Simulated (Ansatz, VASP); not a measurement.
# SnPtSe2S2 (1T-PtSe2 under 1T-SnS2, AA'): VASP beside Ansatz

Aim: how closely do two programs agree when they are given the same cell, functional and k mesh? The cell is taken from a series of runs on this material, whose earlier steps may have relaxed, scaled, displaced or heated it; both programs get it as it stands.

Method: plane waves, with VASP 6.6.1 beside it; single point at PBE with D3(BJ), in Ansatz 0.2.0.

## Step 1: The structure

The cell holds 6 atoms: 2 Se, 1 Pt, 2 S and 1 Sn. Cell: a = 3.698 Å, b = 3.698 Å, c = 26.382 Å, α = 90.0°, β = 90.0°, γ = 120.0°. Vacuum lies along c.

As a file:

```xyz
6
Lattice="3.6982 0.0000 0.0000 -1.8491 3.2028 0.0000 0.0000 0.0000 26.3817" Properties=species:S:1:pos:R:3
Se    1.8491    1.0676    9.0000
Se    0.0000    2.1352   11.6496
Pt    0.0000    0.0000   10.3363
S     1.8491    1.0676   14.4389
S     0.0000    0.0000   17.3817
Sn    0.0000    2.1352   15.9127
```

## Step 2: VASP: single point, PBE with D3(BJ)

A single point gives forces, pressure and levels at one fixed geometry, so differences don't come from the geometry; what else differs is listed under the comparison.

Lines of VASP's logs that name or quote its potential files are left out, and so is its time.

Contents of INCAR:

```
SYSTEM = SnPtSe2S2
PREC = Accurate
ENCUT = 400
EDIFF = 1E-06
NELM = 120
ISMEAR = -1
SIGMA = 0.02585
LREAL = .FALSE.
ALGO = Normal
GGA = PE
IVDW = 12
NBANDS = 30
LASPH = .TRUE.
LORBIT = 11
LWAVE = .FALSE.
LCHARG = .FALSE.
ISIF = 2
LDIPOL = .TRUE.
IDIPOL = 3
DIPOL = 0.5 0.5 0.497
LVHAR = .TRUE.
GGA_COMPAT = .FALSE.
EFERMI = MIDGAP
NELMDL = -8
KPAR = 2
```

Contents of POSCAR:

```
SnPtSe2S2
1.0
    3.6982432165      0.0000000000      0.0000000000
   -1.8491216082      3.2027725748      0.0000000000
    0.0000000000      0.0000000000     26.3817160907
Se Pt S Sn
2 1 2 1
Direct
    0.6666666667      0.3333333333      0.3411453587
    0.3333333333      0.6666666667      0.4415776983
    0.0000000000      0.0000000000      0.3917973925
    0.6666666667      0.3333333333      0.5473072963
    0.0000000000      0.0000000000      0.6588546413
    0.3333333333      0.6666666667      0.6031731168
```

Contents of KPOINTS:

```
Automatic mesh
0
Gamma
12 12 1
0 0 0
```

PAW data sets: Se, Pt, S and Sn_d (PBE family, release 64).

Started as:

```
$ mpirun -np 2 vasp_std
```

Numbers of over 12 decimals in the logs are rounded to 6 here.

Log:

```text
[banner, memory and clock lines left out]
running    2 mpi-ranks, on    1 nodes
 distrk:  each k-point on    1 cores,    2 groups
 distr:  one band on    1 cores,    1 groups

 POSCAR found type information on POSCAR SePtS Sn
 POSCAR found :  4 types and       6 ions
 LDA part: xc-table for (Slater+PW92), standard interpolation
 POSCAR, INCAR and KPOINTS ok, starting setup
 FFT: planning ... GRIDC
 FFT: planning ... GRID_SOFT
 FFT: planning ... GRID
 WAVECAR not read
 entering main loop
       N       E                     dE             d eps       ncg     rms          rms(c)
DAV:   1     0.356202740777E+03    0.35620E+03   -0.17473E+04  1284   0.114E+03
DAV:   2     0.125983917596E+02   -0.34360E+03   -0.33039E+03  1422   0.266E+02
DAV:   3    -0.271231323421E+02   -0.39722E+02   -0.38709E+02  1396   0.109E+02
DAV:   4    -0.287278848509E+02   -0.16048E+01   -0.15841E+01  1458   0.244E+01
DAV:   5    -0.287779882516E+02   -0.50103E-01   -0.50044E-01  1540   0.406E+00
DAV:   6    -0.287800776445E+02   -0.20894E-02   -0.20890E-02  1646   0.788E-01
DAV:   7    -0.287801374957E+02   -0.59851E-04   -0.59848E-04  1652   0.116E-01
DAV:   8    -0.287801382583E+02   -0.76260E-06   -0.76249E-06  1556   0.139E-02    0.151E+01
DAV:   9    -0.276488995471E+02    0.11312E+01   -0.55964E+00  1334   0.198E+01    0.958E+00
DAV:  10    -0.275012742857E+02    0.14763E+00   -0.21321E+00  1250   0.115E+01    0.455E+00
DAV:  11    -0.274249505728E+02    0.76324E-01   -0.23773E-01  1322   0.390E+00    0.980E-01
DAV:  12    -0.274191097035E+02    0.58409E-02   -0.62417E-02  1350   0.168E+00    0.398E-01
DAV:  13    -0.274184667328E+02    0.64297E-03   -0.10995E-02  1336   0.651E-01    0.221E-01
DAV:  14    -0.274183644140E+02    0.10232E-03   -0.15522E-03  1384   0.370E-01    0.131E-01
[...]
DAV:  18    -0.274185174760E+02   -0.21632E-04   -0.12802E-05  1332   0.168E-02    0.762E-03
DAV:  19    -0.274185266051E+02   -0.91291E-05   -0.23352E-06  1122   0.103E-02    0.346E-03
DAV:  20    -0.274185357920E+02   -0.91869E-05   -0.55727E-07   932   0.374E-03    0.183E-03
DAV:  21    -0.274185500629E+02   -0.14271E-04   -0.61266E-07   918   0.313E-03    0.107E-03
DAV:  22    -0.274185579708E+02   -0.79079E-05   -0.28202E-07   932   0.227E-03    0.910E-04
DAV:  23    -0.274185664054E+02   -0.84346E-05   -0.81573E-07   896   0.224E-03    0.717E-04
DAV:  24    -0.274185677364E+02   -0.13309E-05   -0.20418E-07   926   0.133E-03    0.558E-04
DAV:  25    -0.274185680109E+02   -0.27453E-06   -0.25001E-08   834   0.791E-04
   1 F= -.29352362E+02 E0= -.29352220E+02  d E =-.284997E-03
```

Parts of OUTCAR (step 2):

```text
ion  position               nearest neighbor table
   1  0.667  0.333  0.341-   3 2.52   3 2.52   3 2.52
   2  0.333  0.667  0.442-   3 2.51   3 2.51   3 2.51
   3  0.000  0.000  0.392-   2 2.51   2 2.51   2 2.51   1 2.52   1 2.52   1 2.52
   4  0.667  0.333  0.547-   6 2.59   6 2.59   6 2.59
   5  0.000  0.000  0.659-   6 2.59   6 2.59   6 2.59
   6  0.333  0.667  0.603-   5 2.59   5 2.59   5 2.59   4 2.59   4 2.59   4 2.59

  LATTYP: Found a hexagonal cell.
 ALAT       =     3.6982432165
 C/A-ratio  =     7.1335806074

 Subroutine GETGRP returns: Found  6 space group operations
 (whereof  6 operations were pure point group operations)

The static configuration has the point symmetry C_3v.

 Found     19 irreducible k-points:

   k-points           NKPTS =     19   k-points in BZ     NKDIM =     19   number of bands    NBANDS=     30

   dimension x,y,z NGX =    24 NGY =   24 NGZ =  180
   dimension x,y,z NGXF=    48 NGYF=   48 NGZF=  360

   ENCUT  =  400.0 eV  29.40 Ry    5.42 a.u.   6.03  6.03 43.02*2*pi/ulx,y,z

   NELECT =      48.0000    total number of electrons

 k-points in reciprocal lattice and weights: Automatic mesh
   0.00000000  0.00000000  0.00000000       0.007
   0.08333333  0.00000000  0.00000000       0.042
   0.16666667 -0.00000000  0.00000000       0.042
   0.25000000 -0.00000000  0.00000000       0.042
   0.33333333 -0.00000000  0.00000000       0.042
   0.41666667  0.00000000  0.00000000       0.042
   0.50000000 -0.00000000  0.00000000       0.021
   0.08333333  0.08333333  0.00000000       0.042
   0.16666667  0.08333333  0.00000000       0.083
[...]
0.33333333  0.25000000  0.00000000       0.083
   0.33333333  0.33333333  0.00000000       0.014

 dipolmoment           0.000000      0.000000     -0.005935 electrons x Angstroem

 average (electrostatic) potential at core
       1 -59.0665       2 -59.1558       3 -75.1611       4 -92.5194       5 -92.4653
       6-108.5532

 E-fermi :  -0.7867

 k-point     1 :       0.0000    0.0000    0.0000
  band No.  band energies     occupation
    ...
     20      -2.3830      2.00000
     21      -2.2570      2.00000
     22      -1.4482      2.00000
     23      -1.0129      1.99968
     24      -1.0129      1.99968
     25       0.3665      0.00000
     26       1.5381      0.00000
     27       1.9505      0.00000
     28       1.9505      0.00000
     29       3.1498      0.00000
    ...

 k-point     2 :       0.0833    0.0000    0.0000
  band No.  band energies     occupation
    ...
     20      -2.4782      2.00000
     21      -2.3102      2.00000
     22      -1.3362      2.00000
     23      -1.0077      1.99961
     24      -0.9970      1.99941
     25       0.5701      0.00000
     26       1.4686      0.00000
     27       1.8353      0.00000
     28       1.9289      0.00000
     29       3.0732      0.00000
    ...

 k-point     3 :       0.1667   -0.0000    0.0000
  band No.  band energies     occupation
    ...
     20      -2.8771      2.00000
     21      -2.2861      2.00000
     22      -1.2788      2.00000
     23      -1.0757      1.99997
     24      -0.9425      1.99518
     25       0.4840      0.00000
     26       0.8478      0.00000
     27       1.6262      0.00000
     28       2.4710      0.00000
     29       3.4623      0.00000
    ...

 Edisp (eV)   -1.93379

  Total      -0.10553    -0.10553    -0.05911    -0.00000     0.00000     0.00000
  in kB      -0.54108    -0.54108    -0.30310    -0.00000     0.00000     0.00000
  external pressure =       -0.46 kB  Pullay stress =        0.00 kB

  energy-cutoff  :      400.00
  volume of cell :      312.48
      direct lattice vectors                 reciprocal lattice vectors
     3.698243216  0.000000000  0.000000000     0.270398657  0.156114738  0.000000000
    -1.849121608  3.202772575  0.000000000     0.000000000  0.312229475  0.000000000
     0.000000000  0.000000000 26.381716091     0.000000000  0.000000000  0.037905040

 POSITION                                       TOTAL-FORCE (eV/Angst)
 -----------------------------------------------------------------------------------
      1.84912      1.06759      9.00000         0.000000     -0.000000      0.003649
     -0.00000      2.13518     11.64958         0.000000     -0.000000      0.002970
      0.00000      0.00000     10.33629        -0.000000     -0.000000     -0.012252
      1.84912      1.06759     14.43891         0.000000      0.000000      0.016902
      0.00000      0.00000     17.38172        -0.000000     -0.000000     -0.000391
     -0.00000      2.13518     15.91274        -0.000000     -0.000000     -0.010879
 -----------------------------------------------------------------------------------
    total drift:                               -0.000000     -0.000000      0.001455

  FREE ENERGIE OF THE ION-ELECTRON SYSTEM (eV)
  ---------------------------------------------------
  free  energy   TOTEN  =       -29.3523623169 eV

  energy  without entropy=      -29.3520773195  energy(sigma->0) =      -29.35221982

 vacuum level on the upper side and lower side of the slab         4.582         4.672

 total charge
# of ion       s       p       d       tot
------------------------------------------
    1        1.477   2.252   0.056   3.786
    2        1.480   2.251   0.062   3.793
    3        0.680   0.706   8.001   9.387
    4        1.369   2.325   0.000   3.693
    5        1.364   2.330   0.000   3.694
    6        1.025   1.013  10.131  12.169
--------------------------------------------------
tot          7.395  10.878  18.250  36.523

[... 3 further parts left out ...]
```

## Step 3: Ansatz: single point, PBE with D3(BJ)

Ansatz runs on its default PAW (the set named soft_2) files.

The same cell, functional, mesh and smearing now go to Ansatz, which takes its cutoff from its data sets.

Contents of input.yaml:

```yaml
crystal:
  lattice:
    - [3.6982432165, 0.0, 0.0]
    - [-1.8491216082, 3.2027725748, 0.0]
    - [0.0, 0.0, 26.3817160907]
  atoms:
    - { symbol: Se, position: [0.6666666667, 0.3333333333, 0.3411453587] }
    - { symbol: Pt, position: [0.0, 0.0, 0.3917973925] }
    - { symbol: Se, position: [0.3333333333, 0.6666666667, 0.4415776983] }
    - { symbol: S, position: [0.6666666667, 0.3333333333, 0.5473072963] }
    - { symbol: Sn, position: [0.3333333333, 0.6666666667, 0.6031731168] }
    - { symbol: S, position: [0.0, 0.0, 0.6588546413] }
kpoints:
  mp_grid: { grid: [12, 12, 1] }
  band_path:
    path: [[0, 0, 0], [0.5, 0, 0], [0.33333333, 0.33333333, 0], [0, 0, 0]]
    npoints: 16
hamiltonian:
  xc: pbe
  dispersion: d3bj
scf:
  occupations: { method: fermi_dirac, width: 0.02585 }
  convergence: { dr2_threshold: 1.0e-10 }
efield:
  axis: 3
  dipole_correction: true
  ramp_position: 0.97
  ramp_width: 0.06
  amplitude: 0
output:
  dos: { projected: true, e_range: [-6, 5] }
  write_potential: true
  write_density: true
  volumetric_format: npy
  elf: true
```

Started as:

```
$ ansatz run input.yaml --threads 2 --pin off --max-ram 3072MiB --backend cpu --events-out ev --progress --plain --runs-dir out
```

Log:

```text
Engine: ansatz 0.2.0, x86_64-unknown-linux-gnu
Pseudopotentials: kind: paw
Pseudopotential: Se, paw, valence charge 16, recommended cutoff 420 eV (normal), Se.paw.azcp
Pseudopotential: Pt, paw, valence charge 18, recommended cutoff 420 eV (normal), Pt.paw.azcp
Pseudopotential: S, paw, valence charge 6, recommended cutoff 420 eV (normal), S.paw.azcp
Pseudopotential: Sn, paw, valence charge 14, recommended cutoff 420 eV (normal), Sn.paw.azcp
Functional definition: PBE
  parameter kappa = 0.804
  parameter beta = 0.066725
  exchange = pbe_x(kappa = kappa, mu = beta*pi^2/3)
  correlation = pbe_c(beta = beta)
Crystal: 6 atoms, lattice volume = 312.482 Å³
Basis set: ecut = 420 eV, 6113 PW (Γ)
Bands: 46, of which v1, the nominal top of the filled ones, is band 38 counted from 1 (37 counted from 0)
Symmetry: 6 space group operations
Space group: P3m1 (ITA 156), of the structure as read, at distance tolerance 6.8e-5 Å
k-points: 19 of 144 (time reversal used)
Non-local potential: Se, projectors of the file, l = 0: 2, l = 1: 2, l = 2: 3, l = 3: 1
Non-local potential: Pt, projectors of the file, l = 0: 3, l = 1: 2, l = 2: 2, l = 3: 1
Non-local potential: S, projectors of the file, l = 0: 2, l = 1: 2, l = 2: 2
Non-local potential: Sn, projectors of the file, l = 0: 2, l = 1: 2, l = 2: 2, l = 3: 2
PAW form: soft (Blöchl's): semilocal exchange-correlation on the pseudo side does not see the compensation charge
PAW one-centre angular grid: Se, 590 points (default); XC on 64 Gauss nodes
PAW one-centre angular grid: Pt, 590 points (default); XC on 64 Gauss nodes
PAW one-centre angular grid: S, 110 points (default); XC on 64 Gauss nodes
PAW one-centre angular grid: Sn, 590 points (default); XC on 64 Gauss nodes
Initial density: superposition of atomic densities (neutral atoms: chi_scale 0, normalization atom), corrected by the library's trained network
Initial wavefunctions: pseudopotential atomic-orbital guess
Functional: x = pbe(κ = 0.804, μ = 0.219515), c = pbe(β = 0.066725)
SCF iter   1: F=—  HF=-31293.705542 eV  |F-HF|=—  |Δ(HF+E_count)|=         —  Δρ=1.96e-3  dr2=1.13e-1  ethr=1.77e-3  p=-0.036 e·Å  D=-2.10e-2 V/Å  ΔV_dip=0.55 eV  dr2_dipole=3.42e-2  V_vac-E_F(+/−)=5.57/5.01 eV  ⟨swp⟩=10.4  Hψ=4033  notcnv=0  defer=4
efield: sawtooth ramp at fractional position 0.9700 (set: `efield.ramp_position`, or a place that a band, a saddle search or an elastic batch's reference lends), width 0.0600; the density the first Hamiltonian is built on has a dipole p = -0.036 e·Å; the dipole correction subtracts the counter field D = -2.10e-2 V/Å, which shifts the + side's vacuum level by +0.55 eV against the − side's; the planar-averaged density in the ramp window peaks in size at 1.4e-5 e/Å³
preconditioner: auto → Resta (q_TF=auto, 2.156 Å⁻¹)  ε∞=2.3  [insulator: Δε(μ)=0.724 eV  Ē_g=12.653 eV  σ=0.026 eV  W_gap=1.00  n_scr=60 (ndim 8)  ℏωp=14.6 eV  f_vac=0.567  D(μ)=0.00/eV (n_scr^D=0)  ε∞_Penn≈2.3  vacuum switching on, ρ_ref=1.2e-2 e/Å³]
SCF iter   2: F=—  HF=-31293.709596 eV  |F-HF|=—  |Δ(HF+E_count)|=   4.05e-3  Δρ=3.28e-3  dr2=3.23e-1  ethr=1.49e-4  p=0.039 e·Å  D=2.28e-2 V/Å  ΔV_dip=-0.60 eV  dr2_dipole=1.14e-1  V_vac-E_F(+/−)=5.19/5.79 eV  ⟨swp⟩=3.2  Hψ=1472  notcnv=0  defer=57
preconditioner: auto → LDOS  [metal: Δε(μ)=0.071 eV  Ē_g=9.118 eV  σ=0.026 eV  W_gap=0.44  n_scr=60 (ndim 8)  ℏωp=12.9 eV  f_vac=0.567  D(μ)=1.21/eV (n_scr^D=6)  β→1.0]
SCF iter   3: F=—  HF=-31293.688661 eV  |F-HF|=—  |Δ(HF+E_count)|=   2.09e-2  Δρ=1.20e-3  dr2=4.71e-2  ethr=1.49e-4  p=-0.023 e·Å  D=-1.31e-2 V/Å  ΔV_dip=0.35 eV  dr2_dipole=2.47e-2  V_vac-E_F(+/−)=5.59/5.24 eV  ⟨swp⟩=3.0  Hψ=1377  notcnv=0  defer=55
SCF iter   4: F=—  HF=-31293.684720 eV  |F-HF|=—  |Δ(HF+E_count)|=   3.94e-3  Δρ=8.26e-4  dr2=2.03e-2  ethr=6.19e-5  p=0.002 e·Å  D=1.05e-3 V/Å  ΔV_dip=-0.03 eV  dr2_dipole=1.06e-3  V_vac-E_F(+/−)=5.33/5.36 eV  ⟨swp⟩=2.9  Hψ=1109  notcnv=0  defer=57
SCF iter   5: F=—  HF=-31293.682411 eV  |F-HF|=—  |Δ(HF+E_count)|=   2.31e-3  Δρ=1.50e-4  dr2=4.52e-4  ethr=2.68e-5  p=0.003 e·Å  D=1.75e-3 V/Å  ΔV_dip=-0.05 eV  dr2_dipole=1.40e-4  V_vac-E_F(+/−)=5.40/5.44 eV  ⟨swp⟩=2.0  Hψ=1063  notcnv=0  defer=57
SCF iter   6: F=—  HF=-31293.682312 eV  |F-HF|=—  |Δ(HF+E_count)|=   9.88e-5  Δρ=6.61e-5  dr2=2.28e-5  ethr=5.95e-7  p=0.005 e·Å  D=2.86e-3 V/Å  ΔV_dip=-0.08 eV  dr2_dipole=7.85e-8  V_vac-E_F(+/−)=5.38/5.46 eV  ⟨swp⟩=2.1  Hψ=1283  notcnv=0  defer=55
SCF iter   7: F=—  HF=-31293.682314 eV  |F-HF|=—  |Δ(HF+E_count)|=   1.69e-6  Δρ=2.20e-5  dr2=2.03e-6  ethr=2.99e-8  p=0.005 e·Å  D=3.00e-3 V/Å  ΔV_dip=-0.08 eV  dr2_dipole=1.88e-7  V_vac-E_F(+/−)=5.38/5.46 eV  ⟨swp⟩=2.1  Hψ=1177  notcnv=0  defer=53
SCF iter   8: F=—  HF=-31293.682350 eV  |F-HF|=—  |Δ(HF+E_count)|=   3.58e-5  Δρ=5.86e-6  dr2=1.37e-7  ethr=2.67e-9  p=0.005 e·Å  D=2.95e-3 V/Å  ΔV_dip=-0.08 eV  dr2_dipole=1.61e-9  V_vac-E_F(+/−)=5.38/5.46 eV  ⟨swp⟩=2.1  Hψ=1143  notcnv=0  defer=53
SCF iter   9: F=—  HF=-31293.682350 eV  |F-HF|=—  |Δ(HF+E_count)|=   9.72e-8  Δρ=1.87e-6  dr2=1.24e-8  ethr=1.80e-10  p=0.005 e·Å  D=2.94e-3 V/Å  ΔV_dip=-0.08 eV  dr2_dipole=1.25e-10  V_vac-E_F(+/−)=5.38/5.46 eV  ⟨swp⟩=2.5  Hψ=1178  notcnv=0  defer=53
SCF iter  10: F=—  HF=-31293.682350 eV  |F-HF|=—  |Δ(HF+E_count)|=   1.46e-8  Δρ=6.84e-7  dr2=1.49e-9  ethr=1.63e-11  p=0.005 e·Å  D=2.94e-3 V/Å  ΔV_dip=-0.08 eV  dr2_dipole=4.26e-10  V_vac-E_F(+/−)=5.38/5.46 eV  ⟨swp⟩=2.2  Hψ=1155  notcnv=0  defer=53
SCF iter  11: F=—  HF=-31293.682350 eV  |F-HF|=—  |Δ(HF+E_count)|=   2.10e-9  Δρ=2.02e-7  dr2=2.16e-10  ethr=1.96e-12  p=0.005 e·Å  D=2.94e-3 V/Å  ΔV_dip=-0.08 eV  dr2_dipole=9.24e-12  V_vac-E_F(+/−)=5.38/5.46 eV  ⟨swp⟩=2.0  Hψ=1185  notcnv=0  defer=53
SCF iter  12: F=-31293.682350 eV  HF=-31293.682350 eV  |F-HF|=0.00e0  |Δ(HF+E_count)|=  1.09e-10  Δρ=4.89e-8  dr2=8.40e-12  ethr=1.00e-12  p=0.005 e·Å  D=2.94e-3 V/Å  ΔV_dip=-0.08 eV  dr2_dipole=4.03e-13  V_vac-E_F(+/−)=5.38/5.46 eV  ⟨swp⟩=12.8  Hψ=2682  notcnv=0
SCF 1 converged in 12 iterations: F = -31293.682350 eV  dr2 = 8.40e-12
  greatest PAW one-centre occupation: 1.000 electrons in one spin orbital (limit 2), on the Pt atom at site 1 (counted from 0), in its partial waves of l = 0
NSCF: frozen V_eff on 49 k-points
efield: sawtooth ramp at fractional position 0.9700 (kept from the solve that this one continues, or follows in the run), width 0.0600; the density the first Hamiltonian is built on has a dipole p = 0.005 e·Å; the dipole correction subtracts the counter field D = 2.94e-3 V/Å, which shifts the + side's vacuum level by -0.08 eV against the − side's; the planar-averaged density in the ramp window peaks in size at 1.2e-5 e/Å³
WARN: The output density's exchange-correlation potential varies sharply where the density is thin. Do not read a vacuum level from v_tot or v_xc, or from such a field of the output density. On a cell that repeats whose density bears no net charge and no dipole along the vacuum's axis use v_es (v_loc + v_h of the components); under efield.dipole_correction with no amplitude use v_es + v_field, which holds any externa [...]
SCF converged after 12 iterations
Free energy (F): -31293.682350 eV
Harris-Foulkes:  -31293.682350 eV  (|F-HF|=0.00e0)
Internal energy: -31293.682030 eV  (E = F + TS)
E sigma→0 (E₀):  -31293.682190 eV
Entropy (-TS):   -0.000320 eV (-0.053 meV/atom)
Fermi energy:    0.926281 eV
Dipole field:    D = 0.002939 V/Å  (p = 0.005076 e·Å, saw-weighted, corrected)
Work function:   Φ+ = 5.3810 eV   Φ− = 5.4585 eV
Levels:          The Fermi level and band energies are counted from a zero that moves with the ramp; work functions are not
--- Per-component energies (eV) ---
  E_band       = -1825.484508
  E_kinetic    = 1273.924852
  E_local      = -86293.866818  (includes V_loc(G=0)·N_el)
  E_nonlocal   = -964.005478
  E_hartree    = 42576.725561
  E_xc         = -1044.668313
  E_vxc        = -767.607438  (∫ρ·V_xc dr)
  E_paw        = -18620.729260  (= ΣΔE_a)
  E_vpaw       = -227.592585  (= ΣTr[D̂ρ^β])
  E_aug_tail   = -0.000975  (compensation charges beyond the density's cutoff)
  E_efield     = 0.000007  (sawtooth field / dipole correction)
  E_vefield    = 0.212696  (∫n·V_field dr)
  E_ewald      = 31780.872418
  E_disp       = -1.934024  (pairwise vdW)
  E_smearing   = -0.000320  (= −TS)
  E_closure    = -0.000000  (closes the sum)
  Σ components = -31293.682350   (vs F -31293.682350, Δ=0.00e0)
--- Band table (eV; the first three rows and the last of 19) ---
  k-point 0: bands = [... 34 lower, -0.5397, 0.2684, 0.7016, 0.7016, 2.0624, 3.2397, 3.6706, 3.6706, ... 4 higher]
  k-point 1: bands = [... 34 lower, -0.6028, 0.3805, 0.7073, 0.7192, 2.2685, 3.1889, 3.5555, 3.6303, ... 4 higher]
  k-point 2: bands = [... 34 lower, -0.5783, 0.4382, 0.6403, 0.7742, 2.1960, 2.5627, 3.3464, 4.1693, ... 4 higher]
  k-point 18: bands = [... 34 lower, -1.2394, -1.0550, -0.3118, -0.2466, 2.0180, 2.5864, 2.6564, 5.4561, ... 4 higher]
```

In the SCF lines HF is the Harris–Foulkes energy and dr2 the Hartree energy of the density residual, in eV; the loop may stop once dr2 is under the threshold and the program's other checks hold. Hψ counts applications of the Hamiltonian.

## Step 4: Side by side

Known differences besides the potentials themselves: the data sets hold 76 valence electrons in Ansatz (on its default PAW (the set named soft_2) files) and 48 in VASP; the cutoff is 420 eV in Ansatz and 400 eV in VASP. Total energies have different zeros and are not compared.

Both answers:

```
              quantity  Ansatz   VASP  difference
gap on the k mesh (eV)   0.225  0.233      -0.008
```

A gap on the mesh is an upper bound, since the band edges may lie between its points; neither run holds spin-orbit coupling, which can move the band edges of a compound of Pt. With vacuum in the cell, a pressure given here is an average over mostly empty space and none of the material.

## Step 5: Results

```json
{
 "difference in gap on the k mesh (single point, PBE with D3(BJ))": "-0.0079 eV"
}
```

The difference in gap on the k mesh is -0.0079 eV (single point, PBE with D3(BJ)), within the 0.08 eV picked in this series as the mark of a large difference. The data sets hold unlike numbers of valence electrons (76 in Ansatz and 48 in VASP), so part of the differences comes from the potentials. How closely two codes agree says nothing of how well the functional describes the real material.

[Lines on the potential files, build, host, timing and source positions are cut from VASP's logs without a mark.]

[Logs are printed without paths, hosts, clocks, repeated set-up lines and the standing remarks that a program may print on its own settings, such as how far it seeks lower states.]

[Hosts, paths, dates, database ids (printed as entryN), source tags and the programs' standing remarks are cut or masked in the printed files.]
